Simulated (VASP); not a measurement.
# BaBe5 (P6/mmm) in VASP: reference runs

Reference runs on BaBe5: the cell as given.

Everything below comes from runs of VASP 6.6.1. Logs are shortened: lines on timing, memory, paths and dates and some standing lists are left out, and cuts for length are marked.

**1. The crystal as given**

It takes space group P6/mmm (No. 191, hexagonal). Conventional cell: a = 4.659 Å, b = 4.659 Å, c = 3.759 Å, α = 90.00°, β = 90.00°, γ = 120.00°. Around Ba (site symmetry 6/mmm) lie 18 Be at 2.69 to 2.99 Å. Be (site symmetry mmm) is surrounded by 8 Be at 2.31 to 2.33 Å. Be (site symmetry -6m2) is surrounded by 6 Be at 2.31 Å.

The cell was built by a generator and needn't be a form met in nature.

**2. Single point, PBE**

The input, INCAR:

```
PREC     = Accurate       # precision mode
ENCUT    = 520            # plane-wave cutoff, eV
EDIFF    = 1E-7           # SCF threshold, eV
ISMEAR   = -1             # smearing method
SIGMA    = 0.05           # smearing width, eV
LREAL    = F              # projectors in reciprocal space
LASPH    = T              # aspherical terms in the spheres
NELM     = 100            # most SCF steps
ALGO     = Normal         # electronic algorithm
ISIF     = 2              # what is computed and relaxed
LWAVE    = F              # write WAVECAR
LCHARG   = T              # write CHGCAR
GGA      = PE             # functional
LELF     = T              # ELF
LVHAR    = T            
NBANDS   = 19             # bands
```

The input, KPOINTS:

```
regular mesh
0
Gamma
  7 7 7
```

The input, POSCAR:

```
BaBe5
1.0
    4.6591708300      0.0000000000      0.0000000000
   -2.3295854200      4.0349603000      0.0000000000
    0.0000000000      0.0000000000      3.7585896100
Ba Be
1 5
Direct
    0.0000000000      0.0000000000      0.0000000000
    0.5000000000      0.5000000000      0.5000000000
    0.6666666700      0.3333333300      0.0000000000
    0.0000000000      0.5000000000      0.5000000000
    0.3333333300      0.6666666700      0.0000000000
    0.5000000000      0.0000000000      0.5000000000
```

Potentials or basis: VASP PAW PBE potentials, release 64 (Ba_sv, Be).

On the command line:

```sh
$ cat potpaw_PBE.64/Ba_sv/POTCAR potpaw_PBE.64/Be/POTCAR > POTCAR
$ mpirun -np 1 vasp_std > vasp.out
```

OUTCAR:

```text
PREC = Accurate
   ENCUT = 520
   EDIFF = 1E-7
   ISMEAR = -1
   LREAL = F
   LASPH = T
   NELM = 100
   ISIF = 2
   GGA = PE

 ion  position               nearest neighbor table
   1  0.000  0.000  0.000-   3 2.69   5 2.69   3 2.69   5 2.69   3 2.69   5 2.69   2 2.99   2 2.99
                             2 2.99   2 2.99   6 2.99   6 2.99   6 2.99   6 2.99   4 2.99   4 2.99
   2  0.500  0.500  0.500-   3 2.31   5 2.31   3 2.31   5 2.31   4 2.33   4 2.33   6 2.33   6 2.33
                             1 2.99   1 2.99   1 2.99   1 2.99
   3  0.667  0.333  0.000-   4 2.31   4 2.31   6 2.31   6 2.31   2 2.31   2 2.31   1 2.69   1 2.69
                             1 2.69
   4  0.000  0.500  0.500-   3 2.31   5 2.31   3 2.31   5 2.31   6 2.33   6 2.33   2 2.33   2 2.33
                             1 2.99   1 2.99   1 2.99   1 2.99
   5  0.333  0.667  0.000-   4 2.31   4 2.31   6 2.31   6 2.31   2 2.31   2 2.31   1 2.69   1 2.69
                             1 2.69
   6  0.500  0.000  0.500-   3 2.31   5 2.31   3 2.31   5 2.31   4 2.33   4 2.33   2 2.33   2 2.33
                             1 2.99   1 2.99   1 2.99   1 2.99

  LATTYP: Found a hexagonal cell.
 ALAT       =     4.6591708300
 C/A-ratio  =     0.8067078343

  Lattice vectors:

 A1 = (   4.6591708300,   0.0000000000,   0.0000000000)
 A2 = (  -2.3295854200,   4.0349603000,   0.0000000000)
 A3 = (   0.0000000000,   0.0000000000,   3.7585896100)

Analysis of symmetry for initial positions (statically):
=====================================================================
 Subroutine PRICEL returns:
 Original cell was already a primitive cell.

 Routine SETGRP: Setting up the symmetry group for a
 hexagonal supercell.

 Subroutine GETGRP returns: Found 24 space group operations
 (whereof 24 operations were pure point group operations)
 out of a pool of 24 trial point group operations.

The static configuration has the point symmetry D_6h.

Analysis of symmetry for dynamics (positions and initial velocities):
=====================================================================
 Subroutine PRICEL returns:
 Original cell was already a primitive cell.

 Routine SETGRP: Setting up the symmetry group for a
 hexagonal supercell.

 Subroutine GETGRP returns: Found 24 space group operations
 (whereof 24 operations were pure point group operations)
 out of a pool of 24 trial point group operations.

The dynamic configuration has the point symmetry D_6h.

 Subroutine INISYM returns: Found 24 space group operations
 (whereof 24 operations are pure point group operations),
 and found     1 'primitive' translations

----------------------------------------------------------------------------------------

                                     Primitive cell

  volume of cell :      70.6599

  direct lattice vectors                    reciprocal lattice vectors
     4.659170830  0.000000000  0.000000000     0.214630465  0.123916957  0.000000000
    -2.329585420  4.034960300  0.000000000     0.000000000  0.247833913  0.000000000
     0.000000000  0.000000000  3.758589610     0.000000000  0.000000000  0.266057246

  length of vectors
     4.659170830  4.659170833  3.758589610     0.247833913  0.247833913  0.266057246

  position of ions in fractional coordinates (direct lattice)
     0.000000000  0.000000000  0.000000000
     0.500000000  0.500000000  0.500000000
     0.666666670  0.333333330  0.000000000
     0.000000000  0.500000000  0.500000000
     0.333333330  0.666666670  0.000000000
     0.500000000  0.000000000  0.500000000

  ion indices of the primitive-cell ions
   primitive index   ion index
                 1           1
                 2           2
                 3           3
                 4           4
                 5           5
                 6           6

----------------------------------------------------------------------------------------

 KPOINTS: regular mesh

Automatic generation of k-mesh.
 Grid dimensions read from file:
 generate k-points for:    7    7    7

 Generating k-lattice:

  Cartesian coordinates                     Fractional coordinates (reciprocal lattice)
     0.030661495  0.017702422  0.000000000     0.142857143 -0.000000000  0.000000000
     0.000000000  0.035404845  0.000000000     0.000000000  0.142857143  0.000000000
     0.000000000  0.000000000  0.038008178     0.000000000  0.000000000  0.142857143

  Length of vectors
     0.035404845  0.035404845  0.038008178

  Shift w.r.t. Gamma in fractional coordinates (k-lattice)
     0.000000000  0.000000000  0.000000000

 Subroutine IBZKPT returns following result:
 ===========================================

 Found     32 irreducible k-points:

 Following reciprocal coordinates:
            Coordinates               Weight
  0.000000  0.000000  0.000000      1.000000
  0.142857 -0.000000  0.000000      6.000000
  0.285714 -0.000000  0.000000      6.000000
  0.428571 -0.000000  0.000000      6.000000
  0.142857  0.142857  0.000000      6.000000
  0.285714  0.142857  0.000000     12.000000
[... 16 lines left out ...]
  0.428571  0.142857  0.285714     12.000000
  0.285714  0.285714  0.285714     12.000000
 [... further k-points ...]
   k-points           NKPTS =     32   k-points in BZ     NKDIM =     32   number of bands    NBANDS=     19
   number of dos      NEDOS =    301   number of ions     NIONS =      6
   total plane-waves  NPLWV =  36288
   dimension x,y,z NGX =    36 NGY =   36 NGZ =   28
   dimension x,y,z NGXF=    72 NGYF=   72 NGZF=   56
   ions per type =               1   5
   NGX,Y,Z   is equivalent  to a cutoff of  12.85, 12.85, 12.38 a.u.
   NGXF,Y,Z  is equivalent  to a cutoff of  25.69, 25.69, 24.77 a.u.
 SYSTEM =  unknown system
   PREC   = accura    normal or accurate (medium, high low for compatibility)
   ISTART =      0    job   : 0-new  1-cont  2-samecut
   ICHARG =      2    charge: 1-file 2-atom 10-const
   ISPIN  =      1    spin polarized calculation?
   LNONCOLLINEAR =      F non collinear calculations
   LSORBIT =      F    spin-orbit coupling
   LASPH  =      T    aspherical Exc in radial PAW
   ENCUT  =  520.0 eV  38.22 Ry    6.18 a.u.   8.66  8.66  6.99*2*pi/ulx,y,z
   NELM   =    100;   NELMIN=  2; NELMDL= -5     # of ELM steps
   EDIFF  = 0.1E-06   stopping-criterion for ELM
   LREAL  =      F    real-space projection
   EDIFFG = 0.1E-05   stopping-criterion for IOM
   NSW    =      0    number of steps for IOM
   IBRION =     -1    ionic relax: 0-MD 1-quasi-New 2-CG
   NFREE  =      0    steps in history (QN), initial steepest desc. (CG)
   ISIF   =      2    stress and relaxation
   ISYM   =      2    0-nonsym 1-usesym 2-fastsym
   POTIM  = 0.5000    time-step for ionic-motion
   TEBEG  =    0.0;   TEEND  =   0.0 temperature during run
   PSTRESS=    0.0 pullay stress
   NELECT =      20.0000    total number of electrons
   NUPDOWN=      -1.0000    fix difference up-down
   EMIN   =  10.00;   EMAX   =-10.00  energy-range for DOS
   EFERMI =   0.00;   METHOD = LEGACY
   ISMEAR =    -1;   SIGMA  =   0.05  broadening in eV -4-tet -1-fermi 0-gaus
   EFERMI_NEDOS =   21; number of points for ismear=-14 and -15
   IALGO  =     38    algorithm
   IMIX   =      4    mixing-type and parameters
     AMIX     =   0.40;   BMIX     =  1.00
     AMIX_MAG =   1.60;   BMIX_MAG =  1.00
  volume/ion in A,a.u.               =      11.78        79.47
  Fermi-wavevector in a.u.,A,eV,Ry     =   1.074881  2.031231 15.719764  1.155370
  Thomas-Fermi vector in A             =   2.210722
   LORBIT       =      0    0 simple, 1 ext, 2 COOP (PROOUT), +10 PAW based schemes
   GGA     = PE    functional components
   LHFCALC =     F    Hartree Fock is set to
   AEXX    =    0.0000 exact exchange contribution
   IVDW    =     0    specifies the selected vdW correction
   LEPSILON=     F    determine dielectric tensor
   LRPA    =     F    only Hartree local field effects (RPA)
 non-spin polarized calculation
  energy-cutoff  :      520.00
  volume of cell :       70.66
 maximum number of plane-waves:      1919
 NGX is ok and might be reduce to    36
   NGX = 17   NGY = 17   NGZ = 13

 number of electron      20.0000000 magnetization

 Free energy of the ion-electron system (eV)
  ---------------------------------------------------
  ext. energy  EPLUGINS =         0.00000000
  ---------------------------------------------------
  free energy    TOTEN  =       -16.95124583 eV

  energy without entropy =      -16.93262671  energy(sigma->0) =      -16.94193627

 E-fermi :   5.1361     XC(G=0): -10.4658

 val. band max:        5.1258870940   @ k =   0.1429  -0.0000   0.1429
 cond. band min:       5.1741112662   @ k =   0.2857   0.1429   0.2857
 fundamental gap:      0.0482241722
 Fermi energy:         5.1361082513

 k-point     1 :       0.0000    0.0000    0.0000
  band No.  band energies     occupation
      1     -21.1723      2.00000
      2      -7.0369      2.00000
      3      -7.0369      2.00000
      4      -6.1380      2.00000
      5      -2.6666      2.00000
      6       1.7846      2.00000
[... 11 lines left out ...]
     18      11.7785      0.00000
     19      13.5626      0.00000

 k-point     2 :       0.1429   -0.0000    0.0000
  band No.  band energies     occupation
      1     -21.1662      2.00000
      2      -7.2193      2.00000
      3      -7.0785      2.00000
      4      -6.1152      2.00000
      5      -2.3226      2.00000
      6       0.8712      2.00000
[... 11 lines left out ...]
     18      12.5084      0.00000
     19      12.6093      0.00000

 k-point     3 :       0.2857   -0.0000    0.0000
  band No.  band energies     occupation
      1     -21.1525      2.00000
      2      -7.5692      2.00000
      3      -7.1685      2.00000
      4      -6.0630      2.00000
      5      -1.5831      2.00000
      6       0.2614      2.00000
[... 434 lines left out ...]
      1     -21.0595      2.00000
      2      -7.5884      2.00000
      3      -7.1873      2.00000
      4      -6.9522      2.00000
      5      -0.3758      2.00000
      6      -0.1727      2.00000
[... 11 lines left out ...]
     18      12.6483      0.00000
     19      13.4623      0.00000

 k-point    24 :       0.2857    0.2857    0.2857
  band No.  band energies     occupation
      1     -21.0582      2.00000
      2      -7.5029      2.00000
      3      -7.3267      2.00000
      4      -6.9440      2.00000
      5      -0.3302      2.00000
      6       0.0292      2.00000
[... 11 lines left out ...]
     18      12.5944      0.00000
     19      13.1926      0.00000

 [... further k-points ...]

------------------------ aborting loop because EDIFF is reached ----------------------------------------

  FORCE on cell =-STRESS in cart. coord.  units (eV):
  Direction    XX          YY          ZZ          XY          YZ          ZX
  --------------------------------------------------------------------------------------
  -------------------------------------------------------------------------------------
  Total        9.3576261      9.3576261      3.5687167     -0.0000000     -0.0000000      0.0000000
  in kB      212.1795192    212.1795192     80.9188762     -0.0000003     -0.0000000      0.0000000
  external PRESSURE =     168.4259715 kB  Pullay stress =       0.0000000 kB

 VOLUME and BASIS-vectors are now :
 -----------------------------------------------------------------------------
  energy-cutoff  :      520.00
  volume of cell :       70.66
      direct lattice vectors                 reciprocal lattice vectors
     4.659170830  0.000000000  0.000000000     0.214630465  0.123916957  0.000000000
    -2.329585420  4.034960300  0.000000000     0.000000000  0.247833913  0.000000000
     0.000000000  0.000000000  3.758589610     0.000000000  0.000000000  0.266057246

 POSITION                                       TOTAL-FORCE (eV/Angst)
 -----------------------------------------------------------------------------------
      0.00000      0.00000      0.00000         0.000000      0.000000     -0.000000
      1.16479      2.01748      1.87929         0.000000      0.000000     -0.000000
      2.32959      1.34499      0.00000         0.000000      0.000000      0.000000
     -1.16479      2.01748      1.87929         0.000000      0.000000     -0.000000
     -0.00000      2.68997      0.00000        -0.000000      0.000000     -0.000000
      2.32959      0.00000      1.87929         0.000000      0.000000     -0.000000
 -----------------------------------------------------------------------------------
    total drift:                               -0.000000      0.000000     -0.000000

  FREE ENERGIE OF THE ION-ELECTRON SYSTEM (eV)
  ---------------------------------------------------
  free  energy   TOTEN  =       -16.9512458317 eV

  energy  without entropy=      -16.9326267063  energy(sigma->0) =      -16.94193627
```

It took 24 s on 1 thread of Intel Xeon Platinum 8488C (Sapphire Rapids), shared host; peak memory 0.2 GiB.

Results:

```yaml
Free_energy: -16.9512 eV
Pressure: 16.8 GPa
Band_gap_on_the_k_mesh: none (metal or under the smearing width)
```

Caveat: so large a pressure means that the cell lies far from this level's equilibrium, or that cutoff or potentials fall short.
